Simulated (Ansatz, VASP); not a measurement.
# Cross-check of TiC between VASP and Ansatz

Aim: how closely do two programs agree when they are given the same cell, functional and k mesh? The cell is taken from a series of runs on this material, whose earlier steps may have relaxed, scaled, displaced or heated it; both programs get it as it stands.

Calculated with Ansatz 0.2.0; plane waves, with VASP 6.6.1 beside it; zone-centre phonons at LDA.

## (1) The structure

It takes space group Immm (No. 71, orthorhombic). The conventional cell has a = 2.983 Å, b = 3.022 Å, c = 4.267 Å, α = 90.00°, β = 90.00°, γ = 90.00°. Nearest to C lie 6 Ti at 2.12 to 2.13 Å. Nearest to Ti lie 6 C at 2.12 to 2.13 Å. Farther neighbours are not listed.

## (2) VASP: zone-centre phonons, LDA

Second derivatives magnify differences that forces hide, and they need a tight electronic threshold.

Lines of VASP's logs that name or quote its potential files are left out, and so is its time.

INCAR

```
SYSTEM = TiC
PREC = Accurate
ENCUT = 600
EDIFF = 1E-08
NELM = 120
ISMEAR = 1
SIGMA = 0.2
LREAL = .FALSE.
ALGO = Normal
GGA = PW92
NBANDS = 14
LASPH = .TRUE.
LORBIT = 11
LWAVE = .FALSE.
LCHARG = .FALSE.
ISIF = 2
IBRION = 8
GGA_COMPAT = .FALSE.
KPAR = 2
```

POSCAR

```
TiC
1.0
   -0.0139889161      2.1230981610      2.1336595788
    2.1230981610     -0.0139889161      2.1336595788
    2.1091092449      2.1091092449      0.0000000000
C Ti
1 1
Direct
    0.5000000000      0.5000000000      0.5000000000
    1.0000000000      0.0000000000      1.0000000000
```

KPOINTS

```
Automatic mesh
0
Gamma
16 16 16
0 0 0
```

Potentials, in the order of the species: C and Ti_sv (LDA family, release 64).

Run with:

```sh
$ mpirun -np 2 vasp_std
```

Numbers of over 12 decimals in the logs are rounded to 6 here.

What it wrote:

```text
[banner, memory and clock lines left out]
running    2 mpi-ranks, on    1 nodes
 distrk:  each k-point on    1 cores,    2 groups
 distr:  one band on    1 cores,    1 groups

 POSCAR found type information on POSCAR C Ti
 POSCAR found :  2 types and       2 ions
|                                                                             |
|               ----> ADVICE to this user running VASP <----                  |
|                                                                             |
|     You enforced a specific xc type in the INCAR file but a different       |
|     [... a line on the potential file left out ...]
|     I HOPE YOU KNOW WHAT YOU ARE DOING!                                     |
|                                                                             |

 LDA part: xc-table for (Slater(with rela. corr.)+PW92), standard interpolation
 POSCAR, INCAR and KPOINTS ok, starting setup
 FFT: planning ... GRIDC
 FFT: planning ... GRID_SOFT
 FFT: planning ... GRID
 WAVECAR not read
 entering main loop
       N       E                     dE             d eps       ncg     rms          rms(c)
DAV:   1     0.125697471345E+03    0.12570E+03   -0.89047E+03 17426   0.152E+03
DAV:   2    -0.173140799742E+02   -0.14301E+03   -0.13464E+03 18438   0.371E+02
DAV:   3    -0.256173253608E+02   -0.83032E+01   -0.81250E+01 23206   0.862E+01
DAV:   4    -0.259475652205E+02   -0.33024E+00   -0.33000E+00 21732   0.156E+01
DAV:   5    -0.259559648200E+02   -0.83996E-02   -0.83990E-02 23544   0.215E+00    0.191E+01
DAV:   6    -0.211531320945E+02    0.48028E+01   -0.12985E+01 25052   0.607E+01    0.686E+00
DAV:   7    -0.205761446683E+02    0.57699E+00   -0.22390E+00 20962   0.226E+01    0.541E+00
DAV:   8    -0.205462644233E+02    0.29880E-01   -0.11561E-01 19404   0.394E+00    0.342E+00
DAV:   9    -0.205361140110E+02    0.10150E-01   -0.98924E-02 21506   0.370E+00    0.680E-01
DAV:  10    -0.205354520516E+02    0.66196E-03   -0.10140E-02 23902   0.134E+00    0.624E-01
DAV:  11    -0.205337423119E+02    0.17097E-02   -0.46871E-03 18750   0.103E+00    0.142E-01
DAV:  12    -0.205337394506E+02    0.28613E-05   -0.36631E-04 19458   0.232E-01    0.419E-02
DAV:  13    -0.205337306029E+02    0.88477E-05   -0.15717E-05 22332   0.353E-02    0.693E-03
DAV:  14    -0.205337302894E+02    0.31356E-06   -0.43879E-07 21694   0.653E-03    0.248E-03
DAV:  15    -0.205337302435E+02    0.45854E-07   -0.10118E-07 27592   0.450E-03    0.107E-03
DAV:  16    -0.205337302366E+02    0.69006E-08   -0.25470E-08 18934   0.260E-03
   1 F= -.20533730E+02 E0= -.20533662E+02  d E =-.203670E-03
 Linear response reoptimize wavefunctions to high precision
DAV:   1    -0.205337302366E+02    0.12278E-10   -0.63254E-10 13174   0.317E-04
 Linear response DOF=           4
 Linear response progress:
  Degree of freedom:   1/  4
       N       E                     dE             d eps       ncg     rms          rms(c)
RMM:   1    -0.126833229008E+00   -0.12683E+00   -0.60191E-02 66602   0.235E+00
RMM:   2    -0.116478761727E+00    0.10354E-01   -0.57967E-03 60667   0.583E-01    0.148E-01
RMM:   3    -0.117108090514E+00   -0.62933E-03   -0.19650E-03 62986   0.248E-01    0.678E-02
RMM:   4    -0.118126058389E+00   -0.10180E-02   -0.74386E-04 64625   0.150E-01    0.146E-02
RMM:   5    -0.118253836679E+00   -0.12778E-03   -0.15991E-04 73759   0.603E-02    0.299E-03
RMM:   6    -0.118241212666E+00    0.12624E-04   -0.21532E-05 72733   0.248E-02    0.150E-03
RMM:   7    -0.118236836004E+00    0.43767E-05   -0.45803E-06 74567   0.118E-02    0.741E-04
RMM:   8    -0.118241537905E+00   -0.47019E-05   -0.81334E-07 73741   0.583E-03    0.354E-04
RMM:   9    -0.118239442929E+00    0.20950E-05    0.19958E-08 75305   0.317E-03    0.141E-04
RMM:  10    -0.118239349546E+00    0.93383E-07   -0.84968E-07 72331   0.172E-03    0.809E-05
RMM:  11    -0.118239457164E+00   -0.10762E-06   -0.16318E-07 74647   0.943E-04    0.487E-05
RMM:  12    -0.118239453277E+00    0.38866E-08    0.47961E-08 77583   0.505E-04    0.445E-05
 first order change of Fermi-energy   0.46039E-03
 force on displaced ion       1 direction 1 : -11.329   0.362   0.000
 Linear response progress:
  Degree of freedom:   2/  4
       N       E                     dE             d eps       ncg     rms          rms(c)
RMM:   1    -0.125871816128E+00   -0.12587E+00   -0.53820E-02 37608   0.230E+00
RMM:   2    -0.116259340796E+00    0.96125E-02   -0.56034E-03 33892   0.568E-01    0.147E-01
RMM:   3    -0.116886127592E+00   -0.62679E-03   -0.18993E-03 34919   0.243E-01    0.672E-02
RMM:   4    -0.117893055912E+00   -0.10069E-02   -0.74459E-04 35851   0.148E-01    0.145E-02
RMM:   5    -0.118021518211E+00   -0.12846E-03   -0.15197E-04 40852   0.584E-02    0.296E-03
RMM:   6    -0.118004589440E+00    0.16929E-04   -0.21051E-05 40013   0.239E-02    0.138E-03
RMM:   7    -0.118000718465E+00    0.38710E-05   -0.43126E-06 41239   0.112E-02    0.707E-04
RMM:   8    -0.118005883356E+00   -0.51649E-05   -0.12260E-06 40769   0.552E-03    0.338E-04
RMM:   9    -0.118003947722E+00    0.19356E-05   -0.41748E-07 41571   0.300E-03    0.139E-04
RMM:  10    -0.118003809562E+00    0.13816E-06   -0.93292E-07 40262   0.160E-03    0.574E-05
RMM:  11    -0.118003915292E+00   -0.10573E-06   -0.28126E-07 42055   0.846E-04    0.272E-05
RMM:  12    -0.118003901947E+00    0.13345E-07   -0.60784E-08 42428   0.445E-04    0.138E-05
RMM:  13    -0.118003862016E+00    0.39931E-07   -0.18993E-07 41111   0.249E-04    0.202E-05
RMM:  14    -0.118003885347E+00   -0.23332E-07   -0.42540E-08 40270   0.152E-04    0.161E-05
RMM:  15    -0.118003885966E+00   -0.61822E-09   -0.19942E-08 42269   0.782E-05    0.113E-05
 first order change of Fermi-energy   0.71408E-03
 force on displaced ion       1 direction 3 :  -0.000  -0.000 -10.818
 Linear response progress:
  Degree of freedom:   3/  4
       N       E                     dE             d eps       ncg     rms          rms(c)
RMM:   1    -0.670258631118E+00   -0.67026E+00    0.86687E+00 30922   0.131E+02
RMM:   2    -0.644881219995E+00    0.25377E-01   -0.23715E-01 52380   0.500E+00    0.229E-01
RMM:   3    -0.644018473816E+00    0.86275E-03   -0.18788E-02 62854   0.119E+00    0.113E-01
RMM:   4    -0.643304175380E+00    0.71430E-03   -0.74316E-03 68897   0.513E-01    0.214E-02
RMM:   5    -0.643846337888E+00   -0.54216E-03   -0.11773E-03 73061   0.206E-01    0.101E-02
RMM:   6    -0.644157584684E+00   -0.31125E-03   -0.31374E-04 73426   0.895E-02    0.745E-03
RMM:   7    -0.644413913618E+00   -0.25633E-03   -0.79641E-05 68175   0.447E-02    0.281E-03
RMM:   8    -0.644611356434E+00   -0.19744E-03   -0.36546E-05 69381   0.255E-02    0.277E-03
RMM:   9    -0.644505606510E+00    0.10575E-03   -0.23726E-05 68356   0.152E-02    0.842E-04
RMM:  10    -0.644529813569E+00   -0.24207E-04   -0.16182E-05 74151   0.876E-03    0.294E-04
RMM:  11    -0.644545406143E+00   -0.15593E-04   -0.13114E-05 73318   0.575E-03    0.778E-05
RMM:  12    -0.644542502798E+00    0.29033E-05   -0.10947E-05 76343   0.399E-03    0.900E-05
RMM:  13    -0.644542089005E+00    0.41379E-06   -0.85756E-06 77586   0.298E-03    0.137E-04
RMM:  14    -0.644544169155E+00   -0.20802E-05   -0.72447E-06 71158   0.237E-03    0.105E-04
RMM:  15    -0.644544795056E+00   -0.62590E-06   -0.58741E-06 74103   0.192E-03    0.101E-04
RMM:  16    -0.644545188772E+00   -0.39372E-06   -0.51459E-06 75266   0.160E-03    0.100E-04
RMM:  17    -0.644545197080E+00   -0.83085E-08   -0.42952E-06 70949   0.137E-03    0.115E-04
 first order change of Fermi-energy  -0.38702E-03
 force on displaced ion       2 direction 1 : -11.354   0.361   0.000
 Linear response progress:
  Degree of freedom:   4/  4
       N       E                     dE             d eps       ncg     rms          rms(c)
RMM:   1    -0.677442421410E+00   -0.67744E+00    0.80084E+00 17562   0.130E+02
RMM:   2    -0.651776229127E+00    0.25666E-01   -0.23464E-01 29281   0.497E+00    0.229E-01
RMM:   3    -0.651037052100E+00    0.73918E-03   -0.18680E-02 34878   0.118E+00    0.112E-01
RMM:   4    -0.650379630751E+00    0.65742E-03   -0.74956E-03 38407   0.510E-01    0.212E-02
RMM:   5    -0.650955284761E+00   -0.57565E-03   -0.11457E-03 40475   0.202E-01    0.987E-03
RMM:   6    -0.651260528246E+00   -0.30524E-03   -0.30487E-04 40806   0.876E-02    0.732E-03
RMM:   7    -0.651515227188E+00   -0.25470E-03   -0.75628E-05 37775   0.434E-02    0.265E-03
RMM:   8    -0.651707530177E+00   -0.19230E-03   -0.34908E-05 38636   0.247E-02    0.274E-03
RMM:   9    -0.651602271690E+00    0.10526E-03   -0.18486E-05 37836   0.148E-02    0.848E-04
RMM:  10    -0.651628126772E+00   -0.25855E-04   -0.14333E-05 40853   0.843E-03    0.249E-04
RMM:  11    -0.651641035912E+00   -0.12909E-04   -0.11266E-05 41211   0.549E-03    0.596E-05
RMM:  12    -0.651639174545E+00    0.18614E-05   -0.85200E-06 42493   0.379E-03    0.836E-05
RMM:  13    -0.651639750021E+00   -0.57548E-06   -0.70060E-06 42863   0.282E-03    0.101E-04
RMM:  14    -0.651639125160E+00    0.62486E-06   -0.54474E-06 40087   0.224E-03    0.146E-04
[...]
RMM:  27    -0.651645363015E+00   -0.26136E-07   -0.43882E-07 33184   0.350E-04    0.102E-05
RMM:  28    -0.651645361733E+00    0.12821E-08   -0.31227E-07 29662   0.312E-04    0.122E-05
RMM:  29    -0.651645360734E+00    0.99955E-09   -0.30368E-07 28999   0.279E-04    0.141E-05
RMM:  30    -0.651645375305E+00   -0.14571E-07   -0.23634E-07 33099   0.249E-04    0.164E-05
RMM:  31    -0.651645380644E+00   -0.53394E-08   -0.23125E-07 27539   0.223E-04    0.179E-05
RMM:  32    -0.651645378500E+00    0.21448E-08   -0.16883E-07 26778   0.200E-04    0.191E-05
RMM:  33    -0.651645381275E+00   -0.27751E-08   -0.16648E-07 27398   0.180E-04    0.203E-05
RMM:  34    -0.651645375329E+00    0.59455E-08   -0.12234E-07 28562   0.161E-04    0.211E-05
 first order change of Fermi-energy  -0.50193E-03
 force on displaced ion       2 direction 3 :  -0.000  -0.000 -10.828
 Linear response finished
```

OUTCAR, selected parts (step 2):

```text
ion  position               nearest neighbor table
   1  0.500  0.500  0.500-   2 2.12   2 2.12   2 2.12   2 2.12   2 2.13   2 2.13
   2  0.000  0.000  0.000-   1 2.12   1 2.12   1 2.12   1 2.12   1 2.13   1 2.13

  LATTYP: Found a body centered orthorhombic cell.
 ALAT       =     2.9827308987
 B/A-ratio  =     1.0132652362
 C/A-ratio  =     1.4306752109

 Subroutine GETGRP returns: Found  8 space group operations
 (whereof  8 operations were pure point group operations)

The static configuration has the point symmetry D_2h.

 Found    621 irreducible k-points:

   k-points           NKPTS =    621   k-points in BZ     NKDIM =    621   number of bands    NBANDS=     14

   dimension x,y,z NGX =    24 NGY =   24 NGZ =   24
   dimension x,y,z NGXF=    48 NGYF=   48 NGZF=   48

   ENCUT  =  600.0 eV  44.10 Ry    6.64 a.u.   6.01  6.01  5.96*2*pi/ulx,y,z

   NELECT =      16.0000    total number of electrons

 k-points in reciprocal lattice and weights: Automatic mesh
   0.00000000  0.00000000  0.00000000       0.000
   0.06250000  0.00000000  0.00000000       0.001
   0.12500000  0.00000000  0.00000000       0.001
   0.18750000 -0.00000000  0.00000000       0.001
   0.25000000  0.00000000  0.00000000       0.001
   0.31250000  0.00000000  0.00000000       0.001
   0.37500000 -0.00000000  0.00000000       0.001
   0.43750000 -0.00000000  0.00000000       0.001
   0.50000000  0.00000000  0.00000000       0.000
[...]
0.25000000  0.25000000  0.50000000       0.000
  -0.25000000  0.25000000  0.50000000       0.000

 average (electrostatic) potential at core
       1 -48.0866       2 -70.3700

  Total        0.3124610      0.3124610      0.0325696      0.2773512      0.0000000      0.0000000
  in kB       26.0273489     26.0273489      2.7129767     23.1027769      0.0000000      0.0000000
  external PRESSURE =      18.2558915 kB  Pullay stress =       0.0000000 kB

  energy-cutoff  :      600.00
  volume of cell :       19.23
      direct lattice vectors                 reciprocal lattice vectors
    -0.013988916  2.123098161  2.133659579    -0.233963326  0.233963326  0.234339163
     2.123098161 -0.013988916  2.133659579     0.233963326 -0.233963326  0.234339163
     2.109109245  2.109109245  0.000000000     0.237066905  0.237066905 -0.234339163

 POSITION                                       TOTAL-FORCE (eV/Angst)
 -----------------------------------------------------------------------------------
      2.10911      2.10911      2.13366        -0.000000      0.000000      0.000000
      0.00000      0.00000      0.00000         0.000000     -0.000000     -0.000000
 -----------------------------------------------------------------------------------
    total drift:                                0.000000     -0.000000     -0.000000

 Eigenvectors and eigenvalues of the dynamical matrix
 ----------------------------------------------------

   1 f  =   17.253963 THz   108.409849 2PiTHz  575.530267 cm-1    71.356627 meV
             X         Y         Z           dx          dy          dz
      2.109109  2.109109  2.133660    -0.632114    0.632114    0.000000
      0.000000  0.000000  0.000000     0.316909   -0.316909   -0.000000

   2 f  =   16.711253 THz   104.999898 2PiTHz  557.427393 cm-1    69.112157 meV
             X         Y         Z           dx          dy          dz
      2.109109  2.109109  2.133660     0.632089    0.632089   -0.000000
      0.000000  0.000000  0.000000    -0.316960   -0.316960    0.000000

   3 f  =   16.594794 THz   104.268167 2PiTHz  553.542751 cm-1    68.630523 meV
             X         Y         Z           dx          dy          dz
      2.109109  2.109109  2.133660     0.000000    0.000000    0.894035
      0.000000  0.000000  0.000000    -0.000000    0.000000   -0.447998

   4 f/i=    0.003194 THz     0.020068 2PiTHz    0.106539 cm-1     0.013209 meV
             X         Y         Z           dx          dy          dz
      2.109109  2.109109  2.133660     0.000000   -0.000000   -0.447998
      0.000000  0.000000  0.000000     0.000000   -0.000000   -0.894035

   5 f/i=    0.006796 THz     0.042702 2PiTHz    0.226697 cm-1     0.028107 meV
             X         Y         Z           dx          dy          dz
      2.109109  2.109109  2.133660     0.316909   -0.316909    0.000000
      0.000000  0.000000  0.000000     0.632114   -0.632114    0.000000

   6 f/i=    0.007909 THz     0.049693 2PiTHz    0.263814 cm-1     0.032709 meV
             X         Y         Z           dx          dy          dz
      2.109109  2.109109  2.133660    -0.316960   -0.316960    0.000000
      0.000000  0.000000  0.000000    -0.632089   -0.632089    0.000000

 ELASTIC MODULI CONTR FROM IONIC RELAXATION (kBar)
 Direction    XX          YY          ZZ          XY          YZ          ZX
 --------------------------------------------------------------------------------
 XX           0.0000      0.0000      0.0000      0.0000      0.0000      0.0000
 YY           0.0000      0.0000      0.0000      0.0000      0.0000      0.0000
 ZZ           0.0000      0.0000      0.0000      0.0000      0.0000      0.0000
 XY           0.0000      0.0000      0.0000      0.0000      0.0000      0.0000
 YZ           0.0000      0.0000      0.0000      0.0000      0.0000      0.0000
 ZX           0.0000      0.0000      0.0000      0.0000      0.0000      0.0000
 --------------------------------------------------------------------------------
```

(Continued in part 2 of 2.)

[Lines on the potential files, build, host, timing and source positions are cut from VASP's logs without a mark.]

[Logs are printed without paths, hosts, clocks, repeated set-up lines and the standing remarks that a program may print on its own settings, such as how far it seeks lower states.]

[Hosts, paths, dates, database ids (printed as entryN), source tags and the programs' standing remarks are cut or masked in the printed files.]
